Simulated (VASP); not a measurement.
Calculation: PBEsol GGA, VASP's PBE PAW potentials (set 64) (plane waves; VASP 6.6.1).

VASP ran on this input.

File KPOINTS:
```
Regular mesh
0
G
 7 7 2
0 0 0
```

**INCAR**
```
ALGO = Normal
EDIFF = 1E-6
EDIFFG = -0.02
ENCUT = 520
GGA = PS
IBRION = 2
ISIF = 3
ISMEAR = 0
LASPH = .TRUE.
LCHARG = .FALSE.
LMAXMIX = 4
LREAL = .FALSE.
LWAVE = .FALSE.
NELM = 100
NSW = 60
PREC = Accurate
SIGMA = 0.05
SYSTEM = NaTlO
```

### POSCAR
```
NaTlO
1.0
  3.4736098625   0.0000000000   0.0000000000
 -1.7368049313   3.0082341295   0.0000000000
  0.0000000000   0.0000000000  11.3944270728
Na Tl O
2 2 2
Cartesian
  1.7368066680   1.0027437071  10.1810281529
 -0.0000017368   2.0054904224   4.4838146165
 -0.0000017368   2.0054904224   1.3150513384
  1.7368066680   1.0027437071   7.0122648748
  1.7368049312   3.0082341295  11.2928885985
  3.4736098625   0.0000000000   5.5956750621
```

POTCAR, in this order: Na_pv Tl_d O (PBE.64 set). Program: vasp_std.

Problem. Estimate the energy per atom (σ→0), volume per atom.

Solution. 
| Quantity | Value |
|---|---|
| energy per atom (σ→0) | -4.028 eV/atom |
| volume per atom | 19.80 Å³/atom |

File OSZICAR:
```
...
DAV:   1    -0.241721825202E+02   -0.25783E-02   -0.11593E-01  1120   0.267E+00    0.321E-01
DAV:   2    -0.241701160959E+02    0.20664E-02   -0.84601E-03  1090   0.596E-01    0.123E-01
DAV:   3    -0.241698033413E+02    0.31275E-03   -0.95228E-04  1239   0.243E-01    0.825E-02
DAV:   4    -0.241697392341E+02    0.64107E-04   -0.18099E-04  1076   0.990E-02    0.524E-02
DAV:   5    -0.241697325791E+02    0.66550E-05   -0.31151E-05  1114   0.328E-02    0.910E-03
DAV:   6    -0.241697306064E+02    0.19727E-05   -0.11204E-05  1076   0.228E-02    0.355E-03
DAV:   7    -0.241697307841E+02   -0.17772E-06   -0.10166E-06   600   0.636E-03
   4 F= -.24169731E+02 E0= -.24169731E+02  d E =-.127044E-03
```

The structure comes from a computed database's NaTlO entry (P6_3mc); how it stands against other phases isn't given here. This run relaxes it. Symmetry was kept, so distortions that lower it aren't found. The start is the result of an earlier pass.
